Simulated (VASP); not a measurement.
Data:

```
CELL_PARAMETERS angstrom
      4.09430     0.00000     0.00000
      0.00000     4.09430     0.00000
      0.00000     0.00000     4.09430
ATOMIC_POSITIONS crystal
  Ba 0.00000 0.00000 0.00000
  Ti 0.50000 0.50000 0.50000
  O  0.50000 0.00000 0.50000
  O  0.00000 0.50000 0.50000
  O  0.50000 0.50000 0.00000
```

Computed with TPSS meta-GGA, VASP's PBE PAW potentials (set 64) (plane waves; VASP). Run with 520 eV cut-off, 6×6×6 Γ-centred mesh, Gaussian smearing of 0.050 eV, potentials Ba_sv Ti_sv O.

Problem. Give the stress tensor in GPa (positive for a compressed cell).

Solution. 
```
-8.82   0.00   0.00
 0.00  -8.82   0.00
 0.00   0.00  -8.82
```
The pressure is its mean diagonal, -8.82 GPa.

The compound is BaTiO3 in the cubic perovskite structure, the ideal cubic form; the compound distorts at low or room temperature. This cell is one point of a volume scan, at 1.06 of the reference volume.
